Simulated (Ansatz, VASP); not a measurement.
# Cross-check of Ge (Germanium) between VASP and Ansatz

One calculation is typed for both programs; each brings its own data sets and cutoff. How far apart do they land? The cell is taken from a series of VASP runs on this material, whose earlier steps may have relaxed, scaled or displaced it; both programs get it as it stands.

Main program and level: Ansatz 0.2.0; plane waves, with VASP 6.6.1 beside it; zone-centre phonons at PBEsol and zone-centre phonons at PBE.

## Step 1: Set-up

The structure is cubic, space group Fd-3m (No. 227). The conventional cell has a = 5.665 Å, b = 5.665 Å, c = 5.665 Å, α = 90.00°, β = 90.00°, γ = 90.00°. Nearest to Ge lie 4 Ge at 2.45 Å.

Structure file:

```xyz
2
Lattice="0.0000 2.8324 2.8324 2.8324 0.0000 2.8324 2.8324 2.8324 0.0000" Properties=species:S:1:pos:R:3 pbc="T T T"
Ge    4.2486    4.2486    4.2486
Ge    2.8324    2.8324    2.8324
```

## Step 2: VASP: zone-centre phonons, PBEsol

Second derivatives magnify differences that forces hide, and they need a tight electronic threshold.

Lines of VASP's logs that name or quote its potential files are left out, and so is its time.

File INCAR:

```
SYSTEM = Ge
PREC = Accurate
ENCUT = 450
EDIFF = 1E-08
NELM = 100
ISMEAR = 0
SIGMA = 0.05
LREAL = .FALSE.
ALGO = Normal
GGA = PS
NBANDS = 20
LORBIT = 11
LWAVE = .FALSE.
LCHARG = .FALSE.
KPAR = 4
IBRION = 8
ISIF = 2
```

File POSCAR:

```
Ge
1.0
    0.0000000000      2.8323877795      2.8323877795
    2.8323877795      0.0000000000      2.8323877795
    2.8323877795      2.8323877795      0.0000000000
Ge
2
Direct
    0.7500000000      0.7500000000      0.7500000000
    0.5000000000      0.5000000000      0.5000000000
```

File KPOINTS:

```
Automatic mesh
0
Gamma
10 10 10
0 0 0
```

Potentials, in the order of the species: Ge_d (PBE family, release 64).

Command:

```console
mpirun -np 4 vasp_std
```

Numbers of over 12 decimals in the logs are rounded to 6 here.

What it wrote:

```text
[banner, memory and clock lines left out]
running    4 mpi-ranks, on    1 nodes
 distrk:  each k-point on    1 cores,    4 groups
 distr:  one band on    1 cores,    1 groups

 POSCAR found type information on POSCAR Ge
 POSCAR found :  1 types and       2 ions
|                                                                             |
|               ----> ADVICE to this user running VASP <----                  |
|                                                                             |
|     You enforced a specific xc type in the INCAR file but a different       |
|     [... a line on the potential file left out ...]
|     I HOPE YOU KNOW WHAT YOU ARE DOING!                                     |
|                                                                             |

 LDA part: xc-table for (Slater+PW92), standard interpolation
 POSCAR, INCAR and KPOINTS ok, starting setup
 FFT: planning ... GRIDC
 FFT: planning ... GRID_SOFT
 FFT: planning ... GRID
 WAVECAR not read
 entering main loop
       N       E                     dE             d eps       ncg     rms          rms(c)
DAV:   1     0.177301291548E+03    0.17730E+03   -0.13918E+04  2052   0.355E+03
DAV:   2     0.143077965639E+02   -0.16299E+03   -0.15883E+03  1896   0.560E+02
DAV:   3    -0.926756423747E+01   -0.23575E+02   -0.23420E+02  2132   0.140E+02
DAV:   4    -0.100083171789E+02   -0.74075E+00   -0.74023E+00  2096   0.291E+01
DAV:   5    -0.100205143688E+02   -0.12197E-01   -0.12197E-01  2092   0.407E+00    0.324E+00
DAV:   6    -0.992223742081E+01    0.98277E-01   -0.34997E-02  2476   0.237E+00    0.185E+00
DAV:   7    -0.987261186694E+01    0.49626E-01   -0.60853E-02  2056   0.257E+00    0.161E-01
DAV:   8    -0.987360152075E+01   -0.98965E-03   -0.68852E-03  2120   0.122E+00    0.493E-02
DAV:   9    -0.987370831942E+01   -0.10680E-03   -0.27581E-04  2196   0.257E-01    0.104E-02
DAV:  10    -0.987372161113E+01   -0.13292E-04   -0.21380E-05  2104   0.437E-02    0.533E-03
DAV:  11    -0.987372290867E+01   -0.12975E-05   -0.51769E-06  2528   0.356E-02    0.151E-03
DAV:  12    -0.987372255012E+01    0.35856E-06   -0.94534E-07  2452   0.185E-02    0.296E-04
DAV:  13    -0.987372251736E+01    0.32760E-07   -0.24720E-08  2004   0.159E-03    0.111E-04
DAV:  14    -0.987372249665E+01    0.20708E-07   -0.26794E-09  1244   0.974E-04    0.203E-05
DAV:  15    -0.987372249883E+01   -0.21819E-08   -0.46217E-10  1108   0.235E-04
   1 F= -.98737225E+01 E0= -.98736792E+01  d E =-.865823E-04
 Linear response reoptimize wavefunctions to high precision
DAV:   1    -0.987372250170E+01   -0.28749E-08   -0.10645E-10  1156   0.130E-04
DAV:   2    -0.987372250177E+01   -0.69122E-10   -0.27309E-11  1068   0.607E-05
 Linear response DOF=           1
 Linear response progress:
  Degree of freedom:   1/  1
       N       E                     dE             d eps       ncg     rms          rms(c)
RMM:   1    -0.186688882885E+00   -0.18669E+00    0.82733E+00  8320   0.444E+01
RMM:   2    -0.193871907101E+00   -0.71830E-02   -0.13040E-02 11090   0.108E+00    0.754E-02
RMM:   3    -0.193917886625E+00   -0.45980E-04   -0.90075E-04 11703   0.311E-01    0.438E-02
RMM:   4    -0.193853996315E+00    0.63890E-04   -0.48960E-05 12464   0.765E-02    0.441E-03
RMM:   5    -0.193859112787E+00   -0.51165E-05   -0.11781E-05 11970   0.169E-02    0.232E-03
RMM:   6    -0.193866971976E+00   -0.78592E-05   -0.49400E-07 12179   0.467E-03    0.282E-04
RMM:   7    -0.193866099282E+00    0.87269E-06   -0.44188E-07 12502   0.147E-03    0.172E-04
RMM:   8    -0.193864974491E+00    0.11248E-05    0.79550E-08 12564   0.545E-04    0.384E-05
RMM:   9    -0.193864948936E+00    0.25555E-07   -0.87820E-08 12720   0.219E-04    0.184E-05
RMM:  10    -0.193865077059E+00   -0.12812E-06   -0.61652E-09 12913   0.979E-05    0.540E-06
RMM:  11    -0.193865120250E+00   -0.43191E-07    0.12444E-08 13286   0.531E-05    0.258E-06
RMM:  12    -0.193865139764E+00   -0.19514E-07    0.20712E-08 12576   0.346E-05    0.144E-06
RMM:  13    -0.193865152522E+00   -0.12758E-07    0.65129E-09 11874   0.270E-05    0.284E-07
RMM:  14    -0.193865153048E+00   -0.52593E-09    0.40056E-09  9918   0.230E-05    0.101E-07
 first order change of Fermi-energy   0.35465E-03
 force on displaced ion       1 direction 1 : -10.375   0.000   0.000
 Linear response finished
```

From OUTCAR (step 2):

```text
ion  position               nearest neighbor table
   1  0.750  0.750  0.750-   2 2.45   2 2.45   2 2.45   2 2.45
   2  0.500  0.500  0.500-   1 2.45   1 2.45   1 2.45   1 2.45

  LATTYP: Found a face centered cubic cell.
 ALAT       =     5.6647755590

 Subroutine GETGRP returns: Found 48 space group operations
 (whereof 24 operations were pure point group operations)

The static configuration has the point symmetry T_d .
 The point group associated with its full space group is O_h .

 Found     47 irreducible k-points:

   k-points           NKPTS =     47   k-points in BZ     NKDIM =     47   number of bands    NBANDS=     20

   dimension x,y,z NGX =    28 NGY =   28 NGZ =   28
   dimension x,y,z NGXF=    56 NGYF=   56 NGZF=   56

   ENCUT  =  450.0 eV  33.07 Ry    5.75 a.u.   6.93  6.93  6.93*2*pi/ulx,y,z

   NELECT =      28.0000    total number of electrons

 k-points in reciprocal lattice and weights: Automatic mesh
   0.00000000  0.00000000  0.00000000       0.001
   0.10000000  0.00000000  0.00000000       0.008
   0.20000000  0.00000000  0.00000000       0.008
   0.30000000  0.00000000  0.00000000       0.008
   0.40000000  0.00000000  0.00000000       0.008
   0.50000000  0.00000000  0.00000000       0.004
   0.10000000  0.10000000  0.00000000       0.006
   0.20000000  0.10000000  0.00000000       0.024
   0.30000000  0.10000000  0.00000000       0.024
[...]
-0.30000000  0.40000000  0.20000000       0.024
  -0.30000000  0.50000000  0.20000000       0.012

 average (electrostatic) potential at core
       1 -74.1932       2 -74.1932

  Total       -0.0023053     -0.0023053     -0.0023053      0.0000000      0.0000000      0.0000000
  in kB       -0.0812752     -0.0812752     -0.0812752      0.0000000      0.0000000      0.0000000
  external PRESSURE =      -0.0812752 kB  Pullay stress =       0.0000000 kB

  energy-cutoff  :      450.00
  volume of cell :       45.45
      direct lattice vectors                 reciprocal lattice vectors
     0.000000000  2.832387779  2.832387779    -0.176529501  0.176529501  0.176529501
     2.832387779  0.000000000  2.832387779     0.176529501 -0.176529501  0.176529501
     2.832387779  2.832387779  0.000000000     0.176529501  0.176529501 -0.176529501

 POSITION                                       TOTAL-FORCE (eV/Angst)
 -----------------------------------------------------------------------------------
      4.24858      4.24858      4.24858         0.000000      0.000000      0.000000
      2.83239      2.83239      2.83239        -0.000000     -0.000000     -0.000000
 -----------------------------------------------------------------------------------
    total drift:                                0.000000      0.000000      0.000000

 Eigenvectors and eigenvalues of the dynamical matrix
 ----------------------------------------------------

   1 f  =    8.357349 THz    52.510771 2PiTHz  278.771148 cm-1    34.563202 meV
             X         Y         Z           dx          dy          dz
      4.248582  4.248582  4.248582     0.000000   -0.707107    0.000000
      2.832388  2.832388  2.832388     0.000000    0.707107    0.000000

   2 f  =    8.357349 THz    52.510771 2PiTHz  278.771148 cm-1    34.563202 meV
             X         Y         Z           dx          dy          dz
      4.248582  4.248582  4.248582    -0.707107    0.000000    0.000000
      2.832388  2.832388  2.832388     0.707107    0.000000    0.000000

   3 f  =    8.357349 THz    52.510771 2PiTHz  278.771148 cm-1    34.563202 meV
             X         Y         Z           dx          dy          dz
      4.248582  4.248582  4.248582     0.000000    0.000000   -0.707107
      2.832388  2.832388  2.832388     0.000000    0.000000    0.707107

   4 f  =    0.000000 THz     0.000000 2PiTHz    0.000000 cm-1     0.000000 meV
             X         Y         Z           dx          dy          dz
      4.248582  4.248582  4.248582     0.707107    0.000000    0.000000
      2.832388  2.832388  2.832388     0.707107    0.000000    0.000000

   5 f  =    0.000000 THz     0.000000 2PiTHz    0.000000 cm-1     0.000000 meV
             X         Y         Z           dx          dy          dz
      4.248582  4.248582  4.248582     0.000000    0.707107    0.000000
      2.832388  2.832388  2.832388     0.000000    0.707107    0.000000

   6 f  =    0.000000 THz     0.000000 2PiTHz    0.000000 cm-1     0.000000 meV
             X         Y         Z           dx          dy          dz
      4.248582  4.248582  4.248582     0.000000    0.000000    0.707107
      2.832388  2.832388  2.832388     0.000000    0.000000    0.707107

 ELASTIC MODULI CONTR FROM IONIC RELAXATION (kBar)
 Direction    XX          YY          ZZ          XY          YZ          ZX
 --------------------------------------------------------------------------------
 XX          -0.0000     -0.0000     -0.0000     -0.0000      0.0000     -0.0000
 YY          -0.0000     -0.0000     -0.0000     -0.0000     -0.0000      0.0000
 ZZ          -0.0000     -0.0000     -0.0000      0.0000     -0.0000     -0.0000
 XY          -0.0000     -0.0000      0.0000   -220.6651      0.0000      0.0000
 YZ           0.0000     -0.0000     -0.0000      0.0000   -220.6651      0.0000
 ZX          -0.0000      0.0000     -0.0000      0.0000      0.0000   -220.6651
 --------------------------------------------------------------------------------
```

Energies printed during the response cycles are not total energies of the cell.

## Step 3: Ansatz: zone-centre phonons, PBEsol

Ansatz runs on its default PAW (the set named soft_2) files.

The same cell, functional, mesh and smearing now go to Ansatz, which takes its cutoff from its data sets.

File input.yaml:

```yaml
crystal:
  lattice:
    - [0.0, 2.8323877795, 2.8323877795]
    - [2.8323877795, 0.0, 2.8323877795]
    - [2.8323877795, 2.8323877795, 0.0]
  atoms:
    - { symbol: Ge, position: [0.75, 0.75, 0.75] }
    - { symbol: Ge, position: [0.5, 0.5, 0.5] }
hamiltonian:
  xc: pbesol
  pseudopotentials: { kind: paw }
kpoints:
  mp_grid: { grid: [10, 10, 10] }
scf:
  occupations: { method: gaussian, width: 0.05 }
phonons:
  method: dfpt
  qpoints: [[0, 0, 0]]
```

Command:

```console
ansatz run input.yaml --threads 4 --pin off --max-ram 9216MiB --backend cpu --events-out ev --progress --plain --runs-dir out
```

What it wrote:

```text
zone centre: on kpoints.mp_grid the ground state, and the responses unless they are solved on pairs of k-points, stand on 102 of the mesh's 1000 k-points, reduced under 8 symmetry operations, with k and −k counted as one. Each operation leaves every solved displacement unchanged or reverses it
Engine: ansatz 0.2.0, aarch64-unknown-linux-gnu
Pseudopotentials: kind: paw
Pseudopotential: Ge, paw, valence charge 14, recommended cutoff 420 eV (normal), Ge.paw.azcp
Functional definition: PBEsol
  exchange = pbesol_x
  correlation = pbesol_c
Crystal: 2 atoms, lattice volume = 45.445 Å³
Basis set: ecut = 420 eV, 893 PW (Γ), exchange–correlation on 64×64×64 points (8 copies of the dense FFT grid, shifted against one another)
Bands: 18, of which v1, the nominal top of the filled ones, is band 14 counted from 1 (13 counted from 0)
Symmetry: 48 space group operations
k-points: 102 of 1000 (irreducible under 8 space group operations, time reversal used)
Non-local potential: Ge, projectors of the file, l = 0: 2, l = 1: 2, l = 2: 3, l = 3: 1
PAW form: soft (Blöchl's): semilocal exchange-correlation on the pseudo side does not see the compensation charge
PAW frozen core: Ge, regenerated for the run's functional, and the local potential with it (the file was generated under x = pbe(κ = 0.804, μ = 0.219515), c = pbe(β = 0.066725))
PAW one-centre angular grid: Ge, 590 points (default); XC on 64 Gauss nodes
Initial density: superposition of atomic densities (neutral atoms: chi_scale 0, normalization atom), corrected by the library's trained network
Initial wavefunctions: pseudopotential atomic-orbital guess
Functional: x = pbesol(κ = 0.804, μ = 0.123457), c = pbesol(β = 0.046)
SCF iter   1: F=—  HF=-8506.991649 eV  |F-HF|=—  |Δ(HF+E_count)|=         —  Δρ=2.50e-3  dr2=3.41e-3  ethr=1.77e-3  ⟨swp⟩=6.0  Hψ=8773  notcnv=0
preconditioner: auto → none  [insulator: Δε(μ)=0.101 eV  Ē_g=23.341 eV  σ=0.050 eV  W_gap=0.66  n_scr=14 (ndim 8)  ℏωp=29.1 eV  f_vac=0.080  D(μ)=0.07/eV (n_scr^D=0)  ε∞_Penn≈2.6]
SCF iter   2: F=—  HF=-8506.990240 eV  |F-HF|=—  |Δ(HF+E_count)|=   1.41e-3  Δρ=1.22e-3  dr2=5.40e-4  ethr=1.22e-5  ⟨swp⟩=2.2  Hψ=3425  notcnv=0
SCF iter   3: F=—  HF=-8506.990356 eV  |F-HF|=—  |Δ(HF+E_count)|=   1.16e-4  Δρ=2.53e-4  dr2=2.18e-5  ethr=1.93e-6  ⟨swp⟩=2.0  Hψ=3265  notcnv=0
SCF iter   4: F=—  HF=-8506.990347 eV  |F-HF|=—  |Δ(HF+E_count)|=   8.59e-6  Δρ=1.71e-4  dr2=7.10e-6  ethr=7.80e-8  ⟨swp⟩=2.0  Hψ=3265  notcnv=0
SCF iter   5: F=—  HF=-8506.990339 eV  |F-HF|=—  |Δ(HF+E_count)|=   7.62e-6  Δρ=2.02e-5  dr2=1.01e-7  ethr=2.53e-8  ⟨swp⟩=2.0  Hψ=3265  notcnv=0
SCF iter   6: F=—  HF=-8506.990339 eV  |F-HF|=—  |Δ(HF+E_count)|=   4.25e-7  Δρ=2.01e-6  dr2=8.51e-10  ethr=3.59e-10  ⟨swp⟩=2.0  Hψ=3266  notcnv=0
SCF iter   7: F=—  HF=-8506.990339 eV  |F-HF|=—  |Δ(HF+E_count)|=  6.28e-10  Δρ=4.62e-7  dr2=4.16e-11  ethr=3.04e-12  ⟨swp⟩=2.0  Hψ=3262  notcnv=0
SCF iter   8: F=-8506.990339 eV  HF=-8506.990339 eV  |F-HF|=5.46e-12  |Δ(HF+E_count)|=  4.18e-11  Δρ=1.19e-7  dr2=2.58e-12  ethr=1.00e-12  ⟨swp⟩=5.0  Hψ=7584  notcnv=0
SCF 1 converged in 8 iterations: F = -8506.990339 eV  dr2 = 2.58e-12
  greatest PAW one-centre occupation: 0.998 electrons in one spin orbital (limit 2), on the Ge atom at site 1 (counted from 0), in its partial waves of l = 2
DFPT response loops at Γ: preconditioner auto → Kerker (q_TF=auto, 2.517 Å⁻¹) (partly filled bands, converged f_vac=0.056); β = 1.00, the filter's whole step (`scf.mixing.beta` (0.50) is not read by the response loops under this deck's `scf.mixing.preconditioner`; to damp them name `kerker` or `kerker_dos`, under which they read `scf.mixing.beta`, and type it under 1.00, their step now; both keys bind the ground state too); Broyden in place of MSR1
SCF converged after 8 iterations
Free energy (F): -8506.990339 eV
Harris-Foulkes:  -8506.990339 eV  (|F-HF|=5.46e-12)
Internal energy: -8506.990253 eV  (E = F + TS)
E sigma→0 (E₀):  -8506.990296 eV
Entropy (-TS):   -0.000086 eV (-0.043 meV/atom)
Fermi energy:    8.408481 eV
--- Per-component energies (eV) ---
  E_band       = -303.622554
  E_kinetic    = 223.161522
  E_local      = -4949.568416  (includes V_loc(G=0)·N_el)
  E_nonlocal   = 840.352399
  E_hartree    = 2169.314503
  E_xc         = -149.972684
  E_vxc        = -129.512167  (∫ρ·V_xc dr)
  E_paw        = -3958.278915  (= ΣΔE_a)
  E_vpaw       = -626.685513  (= ΣTr[D̂ρ^β])
  E_aug_tail   = 0.000744  (compensation charges beyond the density's cutoff)
  E_ewald      = -2683.835279
  E_core_change = 1.835872  (= ΣΔE_core)
  E_smearing   = -0.000086  (= −TS)
  E_closure    = -0.000000  (closes the sum)
  Σ components = -8506.990339   (vs F -8506.990339, Δ=0.00e0)
--- Band table (eV; the first three rows and the last of 102) ---
  k-point 0: bands = [... 10 lower, -4.3740, 8.3421, 8.3930, 8.3930, 8.3930, 10.9174, 10.9174, 10.9174]
  k-point 1: bands = [... 10 lower, -4.2521, 6.5036, 8.1623, 8.1623, 9.3592, 11.2254, 11.2254, 11.4862]
  k-point 2: bands = [... 10 lower, -3.8932, 4.5712, 7.7213, 7.7213, 9.1759, 11.7863, 11.7863, 13.0534]
  k-point 101: bands = [... 10 lower, -0.4052, -0.4052, 4.5388, 4.5388, 11.7011, 11.7011, 14.0644, 14.0644]
--- Phonons (Γ-DFPT): 1 representative perturbation + reference, on 102 of 1000 k-points (Σ response iterations 3) ---
  k mesh reduced under 8 symmetry operations, with k and −k counted as one. Each operation leaves every solved displacement unchanged or reverses it
  ASR residual: 1.492e-5 → 0.000e0 eV/Å²; symmetrization residual: 1.592e-12 eV/Å²
  ASR residual per site (eV/Å²): 1.49e-5 1.49e-5
  Γ frequencies (cm⁻¹): 0.00 0.00 0.00 279.70 279.70 279.70
  non-analytic LO–TO correction: not included (Born effective charges unavailable; polar crystals: no LO–TO splitting at Γ)
--- Phonons (arbitrary-q DFPT): 1 explicit q-point ---
  q = [0, 0, 0] (of the zone-centre solve; hermiticity 4.64e-14, symmetrization 1.53e-13): 0.00 0.00 0.00 279.70 279.70 279.70
  sum rule: each row above includes the acoustic sum rule's correction from the zone centre's row sums; it moved no ω² by more than (0.24 cm⁻¹)²
```

The job ended after 6.6 s (4 threads of Arm Neoverse V2, shared host; peak memory 0.6 GiB; 14 s of CPU time).

Reading the cycles: dr2 is the Hartree energy of the density residual (eV), the measure of convergence; HF is the Harris–Foulkes estimate of the energy, which meets the free energy F at convergence.

## Step 4: Comparison

Known differences besides the potentials themselves: the cutoff is 420 eV in Ansatz and 450 eV in VASP; Ansatz makes its cores anew for this functional, VASP keeps those of its PBE data sets; VASP leaves aspherical gradient terms in its spheres out (LASPH is not set), Ansatz keeps them. Total energies have different zeros and are not compared.

Both answers:

```csv
quantity,Ansatz,VASP,difference
optical mode 1 to 3 (cm⁻¹),279.7,278.8,+0.33 %
```

Modes are paired by rising frequency and degeneracy, not by their patterns, so a pair may still set unlike modes beside each other.

[end of part 1 of 2]

[Lines on the potential files, build, host, timing and source positions are cut from VASP's logs without a mark.]

[Logs are printed without paths, hosts, clocks, repeated set-up lines and the standing remarks that a program may print on its own settings, such as how far it seeks lower states.]

[Hosts, paths, dates, database ids (printed as entryN), source tags and the programs' standing remarks are cut or masked in the printed files.]
